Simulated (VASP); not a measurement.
# CsPbI2Br (P4/mmm) in VASP: single point with LDA

Aim: the single point of CsPbI2Br with LDA.

Everything below comes from runs of VASP 6.6.1. Logs are shortened: lines on timing, memory, paths and dates and some standing lists are left out, and cuts for length are marked.

### Step 1. The crystal as given

Symmetry: P4/mmm, No. 123, tetragonal system. The conventional cell has a = 6.375 Å, b = 6.375 Å, c = 5.962 Å, α = 90.00°, β = 90.00°, γ = 90.00°. Cs (site symmetry 4/mmm) has 8 I at 4.36 Å as nearest neighbours. Around Pb (site symmetry 4/mmm) lie 2 Br at 2.98 Å and 4 I at 3.19 Å. I (site symmetry mmm) is surrounded by 2 Pb at 3.19 Å. Around Br (site symmetry 4/mmm) lie 2 Pb at 2.98 Å.

The cell comes from a database or a generator and needn't be the stable form of this composition.

### Step 2. Single point, LDA

INCAR

```
PREC = Accurate
ENCUT = 520
EDIFF = 1E-6
ISMEAR = 0
SIGMA = 0.1
LREAL = False
LASPH = True
NELM = 100
ALGO = Fast
ISIF = 2
LWAVE = False
LCHARG = True
LELF = True
LVHAR = True
NBANDS = 30
```

KPOINTS

```
Automatic mesh
0
Gamma
  4 4 4
```

POSCAR

```
CsPbI2Br
1.0
    6.3752960000      0.0000000000      0.0000000000
    0.0000000000      6.3752960000      0.0000000000
    0.0000000000      0.0000000000      5.9622200000
Cs Pb I Br
1 1 2 1
Direct
    0.5000000000      0.5000000000      0.5000000000
    0.0000000000      0.0000000000      0.0000000000
    0.0000000000      0.5000000000      0.0000000000
    0.5000000000      0.0000000000      0.0000000000
    0.0000000000      0.0000000000      0.5000000000
```

Potentials or basis: VASP PAW LDA potentials, release 64 (Cs_sv, Pb_d, I, Br).

Command:

```sh
$ cat potpaw_LDA.64/Cs_sv/POTCAR potpaw_LDA.64/Pb_d/POTCAR potpaw_LDA.64/I/POTCAR potpaw_LDA.64/Br/POTCAR > POTCAR
$ mpirun -np 1 vasp_std > vasp.out
```

OUTCAR:

```text
PREC = Accurate
   ENCUT = 520
   EDIFF = 1E-6
   ISMEAR = 0
   LREAL = False
   LASPH = True
   NELM = 100
   ISIF = 2

 ion  position               nearest neighbor table
   1  0.500  0.500  0.500-
   2  0.000  0.000  0.000-   5 2.98   5 2.98   3 3.19   4 3.19   3 3.19   4 3.19
   3  0.000  0.500  0.000-   2 3.19   2 3.19
   4  0.500  0.000  0.000-   2 3.19   2 3.19
   5  0.000  0.000  0.500-   2 2.98   2 2.98

  LATTYP: Found a simple tetragonal cell.
 ALAT       =     6.3752960000
 C/A-ratio  =     0.9352067731

  Lattice vectors:

 A1 = (   6.3752960000,   0.0000000000,   0.0000000000)
 A2 = (   0.0000000000,   6.3752960000,   0.0000000000)
 A3 = (   0.0000000000,   0.0000000000,   5.9622200000)

Analysis of symmetry for initial positions (statically):
=====================================================================
 Subroutine PRICEL returns:
 Original cell was already a primitive cell.

 Routine SETGRP: Setting up the symmetry group for a
 simple tetragonal supercell.

 Subroutine GETGRP returns: Found 16 space group operations
 (whereof 16 operations were pure point group operations)
 out of a pool of 16 trial point group operations.

The static configuration has the point symmetry D_4h.

Analysis of symmetry for dynamics (positions and initial velocities):
=====================================================================
 Subroutine PRICEL returns:
 Original cell was already a primitive cell.

 Routine SETGRP: Setting up the symmetry group for a
 simple tetragonal supercell.

 Subroutine GETGRP returns: Found 16 space group operations
 (whereof 16 operations were pure point group operations)
 out of a pool of 16 trial point group operations.

The dynamic configuration has the point symmetry D_4h.

 Subroutine INISYM returns: Found 16 space group operations
 (whereof 16 operations are pure point group operations),
 and found     1 'primitive' translations

----------------------------------------------------------------------------------------

                                     Primitive cell

  volume of cell :     242.3308

  direct lattice vectors                    reciprocal lattice vectors
     6.375296000  0.000000000  0.000000000     0.156855462  0.000000000  0.000000000
     0.000000000  6.375296000  0.000000000     0.000000000  0.156855462  0.000000000
     0.000000000  0.000000000  5.962220000     0.000000000  0.000000000  0.167722761

  length of vectors
     6.375296000  6.375296000  5.962220000     0.156855462  0.156855462  0.167722761

  position of ions in fractional coordinates (direct lattice)
     0.500000000  0.500000000  0.500000000
     0.000000000  0.000000000  0.000000000
     0.000000000  0.500000000  0.000000000
     0.500000000  0.000000000  0.000000000
     0.000000000  0.000000000  0.500000000

  ion indices of the primitive-cell ions
   primitive index   ion index
                 1           1
                 2           2
                 3           3
                 4           4
                 5           5

----------------------------------------------------------------------------------------

 KPOINTS: Automatic mesh

Automatic generation of k-mesh.
 Grid dimensions read from file:
 generate k-points for:    4    4    4

 Generating k-lattice:

  Cartesian coordinates                     Fractional coordinates (reciprocal lattice)
     0.039213866  0.000000000  0.000000000     0.250000000  0.000000000  0.000000000
     0.000000000  0.039213866  0.000000000     0.000000000  0.250000000  0.000000000
     0.000000000  0.000000000  0.041930690     0.000000000  0.000000000  0.250000000

  Length of vectors
     0.039213866  0.039213866  0.041930690

  Shift w.r.t. Gamma in fractional coordinates (k-lattice)
     0.000000000  0.000000000  0.000000000

 Subroutine IBZKPT returns following result:
 ===========================================

 Found     18 irreducible k-points:

 Following reciprocal coordinates:
            Coordinates               Weight
  0.000000  0.000000  0.000000      1.000000
  0.250000  0.000000  0.000000      4.000000
  0.500000  0.000000  0.000000      2.000000
  0.250000  0.250000  0.000000      4.000000
  0.500000  0.250000  0.000000      4.000000
  0.500000  0.500000  0.000000      1.000000
[... 10 lines left out ...]
  0.500000  0.250000  0.500000      4.000000
  0.500000  0.500000  0.500000      1.000000
   k-points           NKPTS =     18   k-points in BZ     NKDIM =     18   number of bands    NBANDS=     30
   number of dos      NEDOS =    301   number of ions     NIONS =      5
   total plane-waves  NPLWV = 110592
   dimension x,y,z NGX =    48 NGY =   48 NGZ =   48
   dimension x,y,z NGXF=    96 NGYF=   96 NGZF=   96
   ions per type =               1   1   2   1
   NGX,Y,Z   is equivalent  to a cutoff of  12.52, 12.52, 13.38 a.u.
   NGXF,Y,Z  is equivalent  to a cutoff of  25.03, 25.03, 26.77 a.u.
 SYSTEM =  unknown system
   PREC   = accura    normal or accurate (medium, high low for compatibility)
   ISTART =      0    job   : 0-new  1-cont  2-samecut
   ICHARG =      2    charge: 1-file 2-atom 10-const
   ISPIN  =      1    spin polarized calculation?
   LNONCOLLINEAR =      F non collinear calculations
   LSORBIT =      F    spin-orbit coupling
   LASPH  =      T    aspherical Exc in radial PAW
   ENCUT  =  520.0 eV  38.22 Ry    6.18 a.u.  11.85 11.85 11.09*2*pi/ulx,y,z
   NELM   =    100;   NELMIN=  2; NELMDL= -5     # of ELM steps
   EDIFF  = 0.1E-05   stopping-criterion for ELM
   LREAL  =      F    real-space projection
   EDIFFG = 0.1E-04   stopping-criterion for IOM
   NSW    =      0    number of steps for IOM
   IBRION =     -1    ionic relax: 0-MD 1-quasi-New 2-CG
   NFREE  =      0    steps in history (QN), initial steepest desc. (CG)
   ISIF   =      2    stress and relaxation
   ISYM   =      2    0-nonsym 1-usesym 2-fastsym
   POTIM  = 0.5000    time-step for ionic-motion
   TEBEG  =    0.0;   TEEND  =   0.0 temperature during run
   PSTRESS=    0.0 pullay stress
   NELECT =      44.0000    total number of electrons
   NUPDOWN=      -1.0000    fix difference up-down
   EMIN   =  10.00;   EMAX   =-10.00  energy-range for DOS
   EFERMI =   0.00;   METHOD = LEGACY
   ISMEAR =     0;   SIGMA  =   0.10  broadening in eV -4-tet -1-fermi 0-gaus
   EFERMI_NEDOS =   21; number of points for ismear=-14 and -15
   IALGO  =     68    algorithm
   IMIX   =      4    mixing-type and parameters
     AMIX     =   0.40;   BMIX     =  1.00
     AMIX_MAG =   1.60;   BMIX_MAG =  1.00
  volume/ion in A,a.u.               =      48.47       327.07
  Fermi-wavevector in a.u.,A,eV,Ry     =   0.927021  1.751815 11.692406  0.859368
  Thomas-Fermi vector in A             =   2.053046
   LORBIT       =      0    0 simple, 1 ext, 2 COOP (PROOUT), +10 PAW based schemes
   GGA     = CA    functional components
   LHFCALC =     F    Hartree Fock is set to
   AEXX    =    0.0000 exact exchange contribution
   IVDW    =     0    specifies the selected vdW correction
   LEPSILON=     F    determine dielectric tensor
   LRPA    =     F    only Hartree local field effects (RPA)
 non-spin polarized calculation
 RMM-DIIS sequential band-by-band and
 Gauss-broadening in eV      SIGMA  =   0.10
  energy-cutoff  :      520.00
  volume of cell :      242.33
 maximum number of plane-waves:      6558
 NGX is ok and might be reduce to    48
   NGX = 23   NGY = 23   NGZ = 23

 number of electron      43.9999998 magnetization

 Free energy of the ion-electron system (eV)
  ---------------------------------------------------
  ext. energy  EPLUGINS =         0.00000000
  ---------------------------------------------------
  free energy    TOTEN  =       -16.45687167 eV

  energy without entropy =      -16.45687167  energy(sigma->0) =      -16.45687167

 E-fermi :   1.5013     XC(G=0):  -7.7028

 val. band max:        1.0329054732   @ k =   0.5000   0.5000   0.5000
 cond. band min:       2.3605374654   @ k =   0.5000   0.5000   0.5000
 fundamental gap:      1.3276319922
 Fermi energy:         1.5012903269

 k-point     1 :       0.0000    0.0000    0.0000
  band No.  band energies     occupation
      1     -20.2259      2.00000
      2     -15.6288      2.00000
      3     -15.6066      2.00000
      4     -15.5463      2.00000
      5     -15.5301      2.00000
      6     -15.5301      2.00000
[... 22 lines left out ...]
     29       6.4745      0.00000
     30       6.5368      0.00000

 k-point     2 :       0.2500    0.0000    0.0000
  band No.  band energies     occupation
      1     -20.2258      2.00000
      2     -15.6277      2.00000
      3     -15.6022      2.00000
      4     -15.5465      2.00000
      5     -15.5304      2.00000
      6     -15.5301      2.00000
[... 22 lines left out ...]
     29       6.0028      0.00000
     30       6.5262      0.00000

 k-point     3 :       0.5000    0.0000    0.0000
  band No.  band energies     occupation
      1     -20.2256      2.00000
      2     -15.6270      2.00000
      3     -15.5974      2.00000
      4     -15.5468      2.00000
      5     -15.5307      2.00000
      6     -15.5302      2.00000
[... 22 lines left out ...]
     29       6.1384      0.00000
     30       6.9490      0.00000

 k-point     4 :       0.2500    0.2500    0.0000
  band No.  band energies     occupation
      1     -20.2256      2.00000
      2     -15.6263      2.00000
      3     -15.5981      2.00000
      4     -15.5468      2.00000
      5     -15.5304      2.00000
      6     -15.5304      2.00000
[... 22 lines left out ...]
     29       6.3710      0.00000
     30       6.5023      0.00000

 k-point     5 :       0.5000    0.2500    0.0000
  band No.  band energies     occupation
      1     -20.2255      2.00000
      2     -15.6252      2.00000
      3     -15.5937      2.00000
      4     -15.5470      2.00000
      5     -15.5306      2.00000
      6     -15.5304      2.00000
[... 22 lines left out ...]
     29       6.5033      0.00000
     30       6.7974      0.00000
[... 328 lines left out ...]
     29       6.8244      0.00000
     30       7.0266      0.00000

 k-point    16 :       0.2500    0.2500    0.5000
  band No.  band energies     occupation
      1     -20.2250      2.00000
      2     -15.5981      2.00000
      3     -15.5779      2.00000
      4     -15.5468      2.00000
      5     -15.5312      2.00000
      6     -15.5311      2.00000
[... 22 lines left out ...]
     29       6.6175      0.00000
     30       6.7250      0.00000

 k-point    17 :       0.5000    0.2500    0.5000
  band No.  band energies     occupation
      1     -20.2249      2.00000
      2     -15.5942      2.00000
      3     -15.5760      2.00000
      4     -15.5470      2.00000
      5     -15.5314      2.00000
      6     -15.5312      2.00000
[... 22 lines left out ...]
     29       6.2083      0.00000
     30       6.7998      0.00000

 k-point    18 :       0.5000    0.5000    0.5000
  band No.  band energies     occupation
      1     -20.2247      2.00000
      2     -15.5895      2.00000
      3     -15.5749      2.00000
      4     -15.5473      2.00000
      5     -15.5314      2.00000
      6     -15.5314      2.00000
[... 22 lines left out ...]
     29       6.0269      0.00000
     30       6.9441      0.00000

------------------------ aborting loop because EDIFF is reached ----------------------------------------

  FORCE on cell =-STRESS in cart. coord.  units (eV):
  Direction    XX          YY          ZZ          XY          YZ          ZX
  --------------------------------------------------------------------------------------
  -------------------------------------------------------------------------------------
  Total       -2.4725915     -2.4725915     -2.7395539      0.0000000      0.0000000      0.0000000
  in kB      -16.3476093    -16.3476093    -18.1126385      0.0000000      0.0000000      0.0000000
  external PRESSURE =     -16.9359524 kB  Pullay stress =       0.0000000 kB

 VOLUME and BASIS-vectors are now :
 -----------------------------------------------------------------------------
  energy-cutoff  :      520.00
  volume of cell :      242.33
      direct lattice vectors                 reciprocal lattice vectors
     6.375296000  0.000000000  0.000000000     0.156855462  0.000000000  0.000000000
     0.000000000  6.375296000  0.000000000     0.000000000  0.156855462  0.000000000
     0.000000000  0.000000000  5.962220000     0.000000000  0.000000000  0.167722761

 POSITION                                       TOTAL-FORCE (eV/Angst)
 -----------------------------------------------------------------------------------
      3.18765      3.18765      2.98111         0.000000      0.000000      0.000000
      0.00000      0.00000      0.00000         0.000000      0.000000      0.000000
      0.00000      3.18765      0.00000         0.000000      0.000000      0.000000
      3.18765      0.00000      0.00000         0.000000      0.000000      0.000000
      0.00000      0.00000      2.98111         0.000000      0.000000      0.000000
 -----------------------------------------------------------------------------------
    total drift:                               -0.000000     -0.000000      0.000000

  FREE ENERGIE OF THE ION-ELECTRON SYSTEM (eV)
  ---------------------------------------------------
  free  energy   TOTEN  =       -16.4568716656 eV

  energy  without entropy=      -16.4568716656  energy(sigma->0) =      -16.45687167
```

Run time: 1.7 min. Hardware: 1 thread of Intel Xeon Platinum 8488C (Sapphire Rapids), shared host; peak memory 0.35 GiB.

What came out:

| Quantity | Value |
| --- | --- |
| Free energy | -16.4569 eV |
| Pressure | -1.7 GPa |
| Band gap on the k mesh | 1.33 eV, direct |

Levels at points of the mesh, in eV from the valence-band top:
```tsv
k point	band 18	band 19	band 20	band 21	band 22	band 23	band 24	band 25	band 26	band 27
(0.00, 0.00, 0.00)	-1.54	-1.29	-1.27	-1.25	-1.25	2.84	3.82	4.23	4.47	4.66
(0.50, 0.00, 0.00)	-1.54	-1.52	-1.45	-1.34	-0.93	2.14	4.17	4.71	4.81	5.01
(0.50, 0.50, 0.00)	-1.52	-1.52	-1.40	-0.84	-0.50	1.79	1.79	4.66	5.10	5.28
(0.00, 0.00, 0.50)	-1.81	-1.49	-1.33	-1.33	-1.16	2.41	4.63	4.64	5.07	5.07
(0.50, 0.00, 0.50)	-1.67	-1.64	-1.62	-0.99	-0.49	1.76	2.00	4.71	4.89	5.12
(0.50, 0.50, 0.50)	-1.39	-0.96	-0.96	-0.82	0.00	1.33	1.33	1.48	3.91	4.89
```

Caveat: spin-orbit coupling is left out, which as a rule narrows the gap of such compounds by several tenths of an eV.
